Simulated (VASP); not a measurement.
Input:

```yaml
crystal:
  lattice:
    - [-1.62869, 1.56144, 3.80756]
    - [1.62869, -1.56144, 3.80756]
    - [1.62869, 1.56144, -3.80756]
  atoms:
    - { symbol: Si, position: [0.66500, 0.66500, 0.00000] }
    - { symbol: Si, position: [0.33500, 0.33500, 0.00000] }
    - { symbol: Mo, position: [0.00000, 0.01102, 0.01102] }
```

Computed with PBE GGA + U (Dudarev), VASP's PBE PAW potentials (set 64) (plane waves; VASP 6.6.1). Settings: 400 eV cut-off, 12×12×12 Γ-centred mesh, first-order Methfessel-Paxton smearing of 0.10 eV, potentials Si Mo_sv, U − J: Mo 4.00 eV.

Problem. Which forces act on the atoms, in eV/Å?

Solution. 
```tsv
atom	Fx	Fy	Fz
Si1	0.201	0.000	-0.043
Si2	0.201	0.000	0.043
Mo3	-0.403	0.000	0.000
```

Problem. Give the stress tensor in GPa (positive for a compressed cell).

Solution. 
```
 4.50   0.00   0.00
 0.00  17.14   0.00
 0.00   0.00  22.71
```
The pressure is its mean diagonal, 14.78 GPa.

The compound is MoSi2 in the MoSi2 type structure. The cell was not relaxed at this level. The run is one of a series of settings (LDAU = .TRUE., LDAUJ = 0 0, LDAUL = -1 2, LDAUTYPE = 2, LDAUU = 0 4.0 against the base run), some of them coarse on purpose.
